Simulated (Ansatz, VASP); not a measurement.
# YB6: VASP beside Ansatz

One calculation is typed for both programs; each brings its own data sets and cutoff. How far apart do they land? The cell is taken from a series of VASP runs on this material, whose earlier steps may have relaxed, scaled or displaced it; both programs get it as it stands.

Calculated with Ansatz 0.2.0; plane waves, with VASP 6.6.1 beside it; zone-centre phonons at r2SCAN.

## Step 1: Set-up

Symmetry: Pm-3m, No. 221, cubic system. Conventional cell: a = 4.091 Å, b = 4.091 Å, c = 4.091 Å, α = 90.00°, β = 90.00°, γ = 90.00°. Y has 24 B at 3.00 Å nearest. Nearest to B lie 6 B at 1.63 to 2.46 Å and 4 Y at 3.00 Å. Farther neighbours are not listed.

As a file:

```cif
data_structure
_symmetry_space_group_name_H-M 'Pm-3m'
_symmetry_Int_Tables_number 221
_cell_length_a 4.0906
_cell_length_b 4.0906
_cell_length_c 4.0906
_cell_angle_alpha 90.000
_cell_angle_beta 90.000
_cell_angle_gamma 90.000
_cell_volume 68.45
loop_
_atom_site_label
_atom_site_type_symbol
_atom_site_symmetry_multiplicity
_atom_site_Wyckoff_symbol
_atom_site_fract_x
_atom_site_fract_y
_atom_site_fract_z
_atom_site_occupancy
Y1 Y 1 a 0.00000 0.00000 0.00000 1
B1 B 6 f 0.80102 0.50000 0.50000 1
```

## Step 2: VASP: zone-centre phonons, r2SCAN

Second derivatives magnify differences that forces hide, and they need a tight electronic threshold.

Lines of VASP's logs that name or quote its potential files are left out, and so is its time.

Contents of INCAR:

```
SYSTEM = YB6
PREC = Accurate
ENCUT = 420
EDIFF = 1E-08
NELM = 100
ISMEAR = 1
SIGMA = 0.2
LREAL = .FALSE.
ALGO = Normal
METAGGA = R2SCAN
LASPH = .TRUE.
NBANDS = 21
LORBIT = 11
LWAVE = .FALSE.
LCHARG = .FALSE.
KPAR = 4
IBRION = 6
NFREE = 2
POTIM = 0.015
ISIF = 2
NSW = 1
```

Contents of POSCAR:

```
YB6
1.0
    4.0905700020      0.0000000000      0.0000000000
    0.0000000000      4.0905700020      0.0000000000
    0.0000000000      0.0000000000      4.0905700020
Y B
1 6
Direct
    0.0000000000      0.0000000000      0.0000000000
    0.8010236738      0.5000000000      0.5000000000
    0.1989763262      0.5000000000      0.5000000000
    0.5000000000      0.5000000000      0.8010236738
    0.5000000000      0.5000000000      0.1989763262
    0.5000000000      0.1989763262      0.5000000000
    0.5000000000      0.8010236738      0.5000000000
```

Contents of KPOINTS:

```
Automatic mesh
0
Gamma
7 7 7
0 0 0
```

Potentials, in the order of the species: Y_sv and B (PBE family, release 64).

Started as:

```sh
mpirun -np 4 vasp_std
```

Numbers of over 12 decimals in the logs are rounded to 6 here.

What it wrote:

```text
[banner, memory and clock lines left out]
running    4 mpi-ranks, on    1 nodes
 distrk:  each k-point on    1 cores,    4 groups
 distr:  one band on    1 cores,    1 groups

 POSCAR found type information on POSCAR Y B
 POSCAR found :  2 types and       7 ions
|                                                                             |
|               ----> ADVICE to this user running VASP <----                  |
|                                                                             |
|     You enforced a specific xc type in the INCAR file but a different       |
|     [... a line on the potential file left out ...]
|     I HOPE YOU KNOW WHAT YOU ARE DOING!                                     |
|                                                                             |

 LDA part: xc-table for (None), standard interpolation
 POSCAR, INCAR and KPOINTS ok, starting setup
 FFT: planning ... GRIDC
 FFT: planning ... GRID_SOFT
 FFT: planning ... GRID
 WAVECAR not read
 entering main loop
       N       E                     dE             d eps       ncg     rms          rms(c)
DAV:   1     0.504753065380E+02    0.50475E+02   -0.12713E+04   840   0.112E+03
DAV:   2    -0.761677251145E+02   -0.12664E+03   -0.12278E+03  1107   0.235E+02
DAV:   3    -0.805074056054E+02   -0.43397E+01   -0.42274E+01  1272   0.384E+01
DAV:   4    -0.805819801042E+02   -0.74574E-01   -0.74267E-01  1179   0.477E+00
DAV:   5    -0.805837692581E+02   -0.17892E-02   -0.17888E-02  1177   0.601E-01    0.156E+01
DAV:   6    -0.684305146527E+02    0.12153E+02   -0.10432E+01  1133   0.219E+01    0.125E+01
DAV:   7    -0.675775648730E+02    0.85295E+00   -0.68760E+00  1161   0.133E+01    0.108E+01
DAV:   8    -0.677301559640E+02   -0.15259E+00   -0.17402E+00  1048   0.682E+00    0.191E+00
DAV:   9    -0.675798457189E+02    0.15031E+00   -0.59576E-01  1056   0.387E+00    0.428E-01
DAV:  10    -0.675794226996E+02    0.42302E-03   -0.36024E-02  1084   0.107E+00    0.679E-01
DAV:  11    -0.675795651933E+02   -0.14249E-03   -0.13888E-03  1151   0.228E-01    0.197E-01
DAV:  12    -0.675795168018E+02    0.48392E-04   -0.33722E-04  1147   0.105E-01    0.366E-02
DAV:  13    -0.675795156414E+02    0.11604E-05   -0.41823E-05  1105   0.430E-02    0.916E-03
DAV:  14    -0.675795156197E+02    0.21725E-07   -0.14959E-06  1110   0.751E-03    0.348E-03
DAV:  15    -0.675795155595E+02    0.60156E-07   -0.59658E-07  1275   0.448E-03    0.284E-03
DAV:  16    -0.675795155278E+02    0.31662E-07   -0.64408E-08  1124   0.162E-03    0.759E-04
DAV:  17    -0.675795154726E+02    0.55230E-07   -0.91447E-09   828   0.697E-04    0.188E-04
DAV:  18    -0.675795154828E+02   -0.10165E-07   -0.63539E-10   635   0.182E-04    0.138E-04
DAV:  19    -0.675795154872E+02   -0.44022E-08   -0.16806E-10   605   0.954E-05
   1 F= -.67579515E+02 E0= -.67575725E+02  d E =-.113727E-01
[...]
2 F= -.67579313E+02 E0= -.67575519E+02  d E =-.113794E-01
[...]
3 F= -.67579313E+02 E0= -.67575519E+02  d E =-.113794E-01
[...]
4 F= -.67575200E+02 E0= -.67571297E+02  d E =-.117086E-01
[...]
5 F= -.67574604E+02 E0= -.67570979E+02  d E =-.108737E-01
[...]
6 F= -.67577975E+02 E0= -.67574199E+02  d E =-.113291E-01
 Finite differences progress:
  Degree of freedom:   3/  3
  Displacement:        1/  2
  Total:               5/  6
 bond charge predicted
       N       E                     dE             d eps       ncg     rms          rms(c)
DAV:   1    -0.675788467575E+02   -0.87172E-03   -0.45487E-01  4260   0.368E+00    0.228E-01
DAV:   2    -0.675783010785E+02    0.54568E-03   -0.78769E-03  5458   0.519E-01    0.119E-01
DAV:   3    -0.675779653791E+02    0.33570E-03   -0.17781E-03  4997   0.221E-01    0.266E-02
DAV:   4    -0.675779717916E+02   -0.64125E-05   -0.23647E-04  5322   0.855E-02    0.157E-02
DAV:   5    -0.675779744974E+02   -0.27059E-05   -0.17096E-05  5263   0.241E-02    0.455E-03
DAV:   6    -0.675779749229E+02   -0.42542E-06   -0.18149E-06  5588   0.801E-03    0.162E-03
DAV:   7    -0.675779750131E+02   -0.90234E-07   -0.14358E-07  5479   0.269E-03    0.329E-04
DAV:   8    -0.675779750141E+02   -0.98225E-09   -0.10055E-08  3538   0.670E-04
   7 F= -.67577975E+02 E0= -.67574199E+02  d E =-.113291E-01
 Finite differences progress:
  Degree of freedom:   3/  3
  Displacement:        2/  2
  Total:               6/  6
```

OUTCAR, selected parts (step 2):

```text
ion  position               nearest neighbor table
   1  0.000  0.000  0.000-   2 3.00   3 3.00   4 3.00   5 3.00   6 3.00   7 3.00   2 3.00   3 3.00
                             6 3.00   7 3.00   2 3.00   3 3.00   4 3.00   5 3.00   2 3.00   3 3.00
   2  0.801  0.500  0.500-   3 1.63   4 1.74   5 1.74   6 1.74   7 1.74   1 3.00   1 3.00   1 3.00
                             1 3.00
   3  0.199  0.500  0.500-   2 1.63   4 1.74   5 1.74   6 1.74   7 1.74   1 3.00   1 3.00   1 3.00
                             1 3.00
   4  0.500  0.500  0.801-   5 1.63   3 1.74   2 1.74   6 1.74   7 1.74   1 3.00   1 3.00   1 3.00
                             1 3.00
   5  0.500  0.500  0.199-   4 1.63   3 1.74   2 1.74   6 1.74   7 1.74   1 3.00   1 3.00   1 3.00
                             1 3.00
   6  0.500  0.199  0.500-   7 1.63   3 1.74   4 1.74   5 1.74   2 1.74   1 3.00   1 3.00   1 3.00
                             1 3.00
   7  0.500  0.801  0.500-   6 1.63   3 1.74   4 1.74   5 1.74   2 1.74   1 3.00   1 3.00   1 3.00
                             1 3.00

  LATTYP: Found a simple cubic cell.
 ALAT       =     4.0905700020

 Subroutine GETGRP returns: Found 48 space group operations
 (whereof 48 operations were pure point group operations)

The static configuration has the point symmetry O_h .

 Found     20 irreducible k-points:

   k-points           NKPTS =     20   k-points in BZ     NKDIM =     20   number of bands    NBANDS=     21

   dimension x,y,z NGX =    28 NGY =   28 NGZ =   28
   dimension x,y,z NGXF=    56 NGYF=   56 NGZF=   56

   ENCUT  =  420.0 eV  30.87 Ry    5.56 a.u.   6.84  6.84  6.84*2*pi/ulx,y,z

   NELECT =      29.0000    total number of electrons

 k-points in reciprocal lattice and weights: Automatic mesh
   0.00000000  0.00000000  0.00000000       0.003
   0.14285714  0.00000000  0.00000000       0.017
   0.28571429  0.00000000  0.00000000       0.017
   0.42857143  0.00000000  0.00000000       0.017
   0.14285714  0.14285714  0.00000000       0.035
   0.28571429  0.14285714  0.00000000       0.070
   0.42857143  0.14285714  0.00000000       0.070
   0.28571429  0.28571429  0.00000000       0.035
   0.42857143  0.28571429  0.00000000       0.070
[...]
0.42857143  0.42857143  0.28571429       0.070
   0.42857143  0.42857143  0.42857143       0.023

 average (electrostatic) potential at core
       1 -40.0160       2 -27.3917       3 -27.3916       4 -27.3915       5 -27.3915
       6 -27.3888       7 -27.3942

 E-fermi :   6.8284

 k-point     1 :       0.0000    0.0000    0.0000
  band No.  band energies     occupation
    ...
     10      -0.9513      2.00000
     11      -0.9511      2.00000
     12       4.5846      2.00000
     13       4.6123      2.00000
     14       4.6406      2.00000
     15       7.7887     -0.00000
     16       7.8176     -0.00000
     17       7.8379     -0.00000
     18       7.8546     -0.00000
     19       7.8619     -0.00000
    ...

 k-point     2 :       0.1429    0.0000    0.0000
  band No.  band energies     occupation
    ...
     11       0.1752      2.00000
     12       4.0291      2.00000
     13       4.0297      2.00000
     14       4.7121      2.00000
     15       6.2217      2.00015
     16       8.0434     -0.00000
     17       8.5053     -0.00000
     18       8.5057     -0.00000
     19       9.5768     -0.00000
     20       9.6586     -0.00000
    ...

 k-point     3 :       0.2857    0.0000    0.0000
  band No.  band energies     occupation
    ...
     11       1.7802      2.00000
     12       3.1393      2.00000
     13       3.1393      2.00000
     14       4.9308      2.00000
     15       4.9664      2.00000
     16       8.4384     -0.00000
     17       8.4413     -0.00000
     18       8.5311     -0.00000
     19       9.0223     -0.00000
     20      10.2156     -0.00000
    ...

  FREE ENERGIE OF THE ION-ELECTRON SYSTEM (eV)
  ---------------------------------------------------
  free  energy   TOTEN  =       -67.5779750141 eV

  energy  without entropy=      -67.5666459569  energy(sigma->0) =      -67.57419866

 Eigenvectors and eigenvalues of the dynamical matrix
 ----------------------------------------------------

   1 f  =   40.496079 THz   254.444369 2PiTHz 1350.803796 cm-1   167.478250 meV
             X         Y         Z           dx          dy          dz
      0.000000  0.000000  0.000000     0.000000   -0.000000    0.000000
      3.276643  2.045285  2.045285    -0.408248   -0.000000   -0.000000
      0.813927  2.045285  2.045285     0.408248    0.000000    0.000000
      2.045285  2.045285  3.276643    -0.000000    0.000000   -0.408248
      2.045285  2.045285  0.813927    -0.000000    0.000000    0.408248
      2.045285  0.813927  2.045285     0.000000    0.408248    0.000000
      2.045285  3.276643  2.045285     0.000000   -0.408248    0.000000

   2 f  =   35.449660 THz   222.736783 2PiTHz 1182.473376 cm-1   146.607948 meV
             X         Y         Z           dx          dy          dz
      0.000000  0.000000  0.000000    -0.000000    0.000000   -0.000000
      3.276643  2.045285  2.045285     0.251255   -0.000000   -0.000000
      0.813927  2.045285  2.045285    -0.251255   -0.000000   -0.000000
      2.045285  2.045285  3.276643     0.000000   -0.000000   -0.575798
      2.045285  2.045285  0.813927    -0.000000   -0.000000    0.575798
      2.045285  0.813927  2.045285    -0.000000   -0.324543    0.000000
      2.045285  3.276643  2.045285    -0.000000    0.324543   -0.000000

   3 f  =   35.449660 THz   222.736783 2PiTHz 1182.473376 cm-1   146.607948 meV
             X         Y         Z           dx          dy          dz
      0.000000  0.000000  0.000000     0.000000   -0.000000    0.000000
      3.276643  2.045285  2.045285    -0.519812    0.000000   -0.000000
      0.813927  2.045285  2.045285     0.519812    0.000000   -0.000000
      2.045285  2.045285  3.276643    -0.000000   -0.000000    0.042313
      2.045285  2.045285  0.813927     0.000000    0.000000   -0.042313
      2.045285  0.813927  2.045285     0.000000   -0.477499    0.000000
      2.045285  3.276643  2.045285     0.000000    0.477499   -0.000000

   4 f  =   26.748598 THz   168.066400 2PiTHz  892.237201 cm-1   110.623264 meV
             X         Y         Z           dx          dy          dz
      0.000000  0.000000  0.000000    -0.000619    0.002996    0.011353
      3.276643  2.045285  2.045285    -0.030112   -0.074961   -0.284031
      0.813927  2.045285  2.045285    -0.030112   -0.074961   -0.284031
      2.045285  2.045285  3.276643     0.015494   -0.074961    0.552026
      2.045285  2.045285  0.813927     0.015494   -0.074961    0.552026
      2.045285  0.813927  2.045285     0.015494    0.145689   -0.284031
      2.045285  3.276643  2.045285     0.015494    0.145689   -0.284031

   5 f  =   26.748598 THz   168.066400 2PiTHz  892.237201 cm-1   110.623264 meV
             X         Y         Z           dx          dy          dz
      0.000000  0.000000  0.000000    -0.001464    0.011261   -0.003052
      3.276643  2.045285  2.045285    -0.071173   -0.281714    0.076347
      0.813927  2.045285  2.045285    -0.071173   -0.281714    0.076347
      2.045285  2.045285  3.276643     0.036620   -0.281714   -0.148383
      2.045285  2.045285  0.813927     0.036620   -0.281714   -0.148383
      2.045285  0.813927  2.045285     0.036620    0.547524    0.076347
      2.045285  3.276643  2.045285     0.036620    0.547524    0.076347

   6 f  =   26.748598 THz   168.066400 2PiTHz  892.237201 cm-1   110.623264 meV
             X         Y         Z           dx          dy          dz
      0.000000  0.000000  0.000000    -0.011650   -0.001574   -0.000220
      3.276643  2.045285  2.045285    -0.566474    0.039380    0.005506
      0.813927  2.045285  2.045285    -0.566474    0.039380    0.005506
      2.045285  2.045285  3.276643     0.291465    0.039380   -0.010701
      2.045285  2.045285  0.813927     0.291465    0.039380   -0.010701
      2.045285  0.813927  2.045285     0.291465   -0.076537    0.005506
      2.045285  3.276643  2.045285     0.291465   -0.076537    0.005506

   7 f  =   21.207613 THz   133.251362 2PiTHz  707.409824 cm-1    87.707600 meV
             X         Y         Z           dx          dy          dz
      0.000000  0.000000  0.000000    -0.000000    0.000000   -0.000000
      3.276643  2.045285  2.045285     0.000000    0.095020    0.006844
      0.813927  2.045285  2.045285     0.000000   -0.095020   -0.006844
      2.045285  2.045285  3.276643     0.006844    0.490841   -0.000000
      2.045285  2.045285  0.813927    -0.006844   -0.490841   -0.000000
      2.045285  0.813927  2.045285    -0.095020   -0.000000   -0.490841
      2.045285  3.276643  2.045285     0.095020    0.000000    0.490841

   8 f  =   21.207613 THz   133.251362 2PiTHz  707.409824 cm-1    87.707600 meV
             X         Y         Z           dx          dy          dz
      0.000000  0.000000  0.000000     0.000000   -0.000000   -0.000000
      3.276643  2.045285  2.045285     0.000000   -0.024527    0.499393
      0.813927  2.045285  2.045285     0.000000    0.024527   -0.499393
      2.045285  2.045285  3.276643     0.499393   -0.002215   -0.000000
      2.045285  2.045285  0.813927    -0.499393    0.002215   -0.000000
      2.045285  0.813927  2.045285     0.024527   -0.000000    0.002215
      2.045285  3.276643  2.045285    -0.024527   -0.000000   -0.002215

   9 f  =   21.207613 THz   133.251362 2PiTHz  707.409824 cm-1    87.707600 meV
             X         Y         Z           dx          dy          dz
      0.000000  0.000000  0.000000     0.000000   -0.000000   -0.000000
      3.276643  2.045285  2.045285    -0.000000   -0.490275   -0.023657
      0.813927  2.045285  2.045285    -0.000000    0.490275    0.023657
      2.045285  2.045285  3.276643    -0.023657    0.095240    0.000000
      2.045285  2.045285  0.813927     0.023657   -0.095240    0.000000
      2.045285  0.813927  2.045285     0.490275   -0.000000   -0.095240
      2.045285  3.276643  2.045285    -0.490275   -0.000000    0.095240

  10 f  =   17.227163 THz   108.241457 2PiTHz  574.636302 cm-1    71.245789 meV
             X         Y         Z           dx          dy          dz
      0.000000  0.000000  0.000000     0.000000   -0.000000    0.000000
      3.276643  2.045285  2.045285     0.000000    0.003254   -0.014724
      0.813927  2.045285  2.045285     0.000000   -0.003254    0.014724
      2.045285  2.045285  3.276643     0.014724   -0.499773   -0.000000
      2.045285  2.045285  0.813927    -0.014724    0.499773    0.000000
      2.045285  0.813927  2.045285     0.003254    0.000000   -0.499773
      2.045285  3.276643  2.045285    -0.003254    0.000000    0.499773

  11 f  =   17.227163 THz   108.241457 2PiTHz  574.636302 cm-1    71.245789 meV
             X         Y         Z           dx          dy          dz
      0.000000  0.000000  0.000000    -0.000000   -0.000000    0.000000
      3.276643  2.045285  2.045285    -0.000000   -0.470255   -0.169871
      0.813927  2.045285  2.045285    -0.000000    0.470255    0.169871
      2.045285  2.045285  3.276643     0.169871    0.001943   -0.000000
      2.045285  2.045285  0.813927    -0.169871   -0.001943   -0.000000
      2.045285  0.813927  2.045285    -0.470255   -0.000000    0.001943
      2.045285  3.276643  2.045285     0.470255   -0.000000   -0.001943

  12 f  =   17.227163 THz   108.241457 2PiTHz  574.636302 cm-1    71.245789 meV
             X         Y         Z           dx          dy          dz
      0.000000  0.000000  0.000000    -0.000000    0.000000    0.000000
      3.276643  2.045285  2.045285     0.000000   -0.169851    0.470029
      0.813927  2.045285  2.045285    -0.000000    0.169851   -0.470029
      2.045285  2.045285  3.276643    -0.470029   -0.014954   -0.000000
    [... 90 further lines ...]
      2.045285  2.045285  0.813927    -0.001079    0.005474   -0.261846
      2.045285  0.813927  2.045285    -0.001079    0.005468   -0.262114
      2.045285  3.276643  2.045285    -0.001079    0.005468   -0.262114

 ELASTIC MODULI CONTR FROM IONIC RELAXATION (kBar)
 Direction    XX          YY          ZZ          XY          YZ          ZX
 --------------------------------------------------------------------------------
 XX         -30.5928    -29.5996    -29.5996      0.0000      0.0000     -0.0000
 YY         -29.5996    -30.5928    -29.5996     -0.0000      0.0000     -0.0000
 ZZ         -29.5996    -29.5996    -30.5928     -0.0000      0.0000     -0.0000
 XY           0.0000      0.0000     -0.0000   -705.1121     -0.0000      0.0000
 YZ           0.0000     -0.0000      0.0000     -0.0000   -705.1121      0.0000
 ZX          -0.0000     -0.0000     -0.0000      0.0000      0.0000   -705.1121
 --------------------------------------------------------------------------------

 total charge
# of ion       s       p       d       f       tot
--------------------------------------------------
    1        2.094   6.179   0.850   0.055   9.178
    2        0.716   1.400   0.000   0.000   2.116
    3        0.716   1.400   0.000   0.000   2.116
    4        0.716   1.400   0.000   0.000   2.116
    5        0.716   1.400   0.000   0.000   2.116
    6        0.716   1.400   0.000   0.000   2.116
    7        0.716   1.400   0.000   0.000   2.116
--------------------------------------------------
tot          6.391  14.577   0.850   0.055  21.873

[... 2 further parts left out ...]
```

CONTCAR:

```
YB6
   1.00000000000000
     4.0905700019999998    0.0000000000000000    0.0000000000000000
     0.0000000000000000    4.0905700019999998    0.0000000000000000
     0.0000000000000000    0.0000000000000000    4.0905700019999998
  Y               B
     1     6
Direct
     0.0000000000000000    0.0000000000000000    0.0000000000000000
     0.8010236738000032    0.4963330293840061    0.4999999999999999
     0.1989763261999968    0.5000000000000000    0.5000000000000000
     0.5000000000000000    0.5000000000000000    0.8010236738000032
     0.5000000000000000    0.5000000000000000    0.1989763261999968
     0.5000000000000000    0.1989763261999968    0.5000000000000000
     0.5000000000000000    0.8010236738000032    0.5000000000000000
```

This run has no spin polarisation. Its electron count is odd, so without a moment it is a metal by construction.

(Continued in part 2 of 2.)

[Lines on the potential files, build, host, timing and source positions are cut from VASP's logs without a mark.]

[Logs are printed without paths, hosts, clocks, repeated set-up lines and the standing remarks that a program may print on its own settings, such as how far it seeks lower states.]

[Hosts, paths, dates, database ids (printed as entryN), source tags and the programs' standing remarks are cut or masked in the printed files.]
